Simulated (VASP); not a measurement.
Output of a VASP run:

### OSZICAR
```
       N       E                     dE             d eps       ncg     rms          rms(c)
DAV:   1     0.912279293515E+02    0.91228E+02   -0.91836E+03   770   0.160E+03
DAV:   2     0.389007839087E+01   -0.87338E+02   -0.83694E+02   794   0.280E+02
DAV:   3    -0.171009885240E+01   -0.56002E+01   -0.55759E+01   919   0.706E+01
DAV:   4    -0.176367573249E+01   -0.53577E-01   -0.53564E-01   814   0.753E+00
DAV:   5    -0.176395949860E+01   -0.28377E-03   -0.28376E-03   919   0.513E-01    0.516E+00
DAV:   6    -0.150159153745E+01    0.26237E+00   -0.72086E-01  1036   0.306E+01    0.389E+00
DAV:   7    -0.148643649513E+01    0.15155E-01   -0.19500E-01   814   0.455E+00    0.164E+00
DAV:   8    -0.148604634024E+01    0.39015E-03   -0.38686E-03  1016   0.690E-01    0.468E-01
DAV:   9    -0.148613092204E+01   -0.84582E-04   -0.97083E-04   799   0.331E-01    0.682E-02
DAV:  10    -0.148620350937E+01   -0.72587E-04   -0.16057E-04   878   0.134E-01    0.204E-02
DAV:  11    -0.148620668291E+01   -0.31735E-05   -0.28684E-05   885   0.700E-02    0.461E-03
DAV:  12    -0.148620751598E+01   -0.83307E-06   -0.52664E-06   834   0.168E-02    0.302E-03
DAV:  13    -0.148620762318E+01   -0.10720E-06   -0.54567E-07   814   0.701E-03    0.854E-04
DAV:  14    -0.148620766419E+01   -0.41012E-07   -0.34418E-08   592   0.244E-03
   1 F= -.14862077E+01 E0= -.14862077E+01  d E =-.982315E-14
```

File OUTCAR:
```
------------------------ aborting loop because EDIFF is reached ----------------------------------------
  FORCE on cell =-STRESS in cart. coord.  units (eV):
  Direction    XX          YY          ZZ          XY          YZ          ZX
  --------------------------------------------------------------------------------------
  Total        0.5872657      0.5872657      0.5872657      0.0000000      0.0000000     -0.0000000
  in kB       21.3600120     21.3600120     21.3600120      0.0000000      0.0000000     -0.0000000
  external PRESSURE =      21.3600120 kB  Pullay stress =       0.0000000 kB
  volume of cell :       44.05
      direct lattice vectors                 reciprocal lattice vectors
     0.000000000  2.803095655  2.803095655    -0.178374220  0.178374220  0.178374220
     2.803095655  0.000000000  2.803095655     0.178374220 -0.178374220  0.178374220
     2.803095655  2.803095655  0.000000000     0.178374220  0.178374220 -0.178374220
  FREE ENERGIE OF THE ION-ELECTRON SYSTEM (eV)
  ---------------------------------------------------
  free  energy   TOTEN  =        -1.4862076642 eV

  energy  without entropy=       -1.4862076642  energy(sigma->0) =       -1.48620766
```
(Selected blocks of OUTCAR.)

POSCAR:
```
ZnSe
1
    0.0000000000     2.8030956555     2.8030956555
    2.8030956555     0.0000000000     2.8030956555
    2.8030956555     2.8030956555     0.0000000000
Zn Se
1 1
Direct
  0.0000000000   0.0000000000   0.0000000000
  0.2500000000   0.2500000000   0.2500000000
```

Problem. Reconstruct the remaining input files.

Solution. This is not unique; one that fits is the input of the run itself, vdW-DF-cx, plane waves, VASP's PBE PAW potentials (set 64).

**INCAR**
```
AGGAC=0.0
ISIF=2
LASPH=.TRUE.   ! aspherical one-centre terms
LWAVE=.FALSE.
ALGO=Normal   ! blocked Davidson
LUSE_VDW=.TRUE.
ENCUT=520   ! plane-wave cut-off (eV)
SYSTEM=ZnSe
SIGMA=0.05   ! width (eV)
PREC=Accurate
LCHARG=.FALSE.
GGA=CX
LREAL=.FALSE.   ! projection in real space or not
EDIFF=1E-7
ISMEAR=0
NELM=100
LMAXMIX=4   ! l cut-off of mixed one-centre charges
```

KPOINTS:
```
Automatic mesh
0
Gamma
8 8 8
0 0 0
```

POTCAR, in this order: Zn Se (PBE.64 set). Program: vasp_std.

The compound is ZnSe in the zinc blende structure. This cell is one point of a volume scan, at 0.97 of the reference volume.
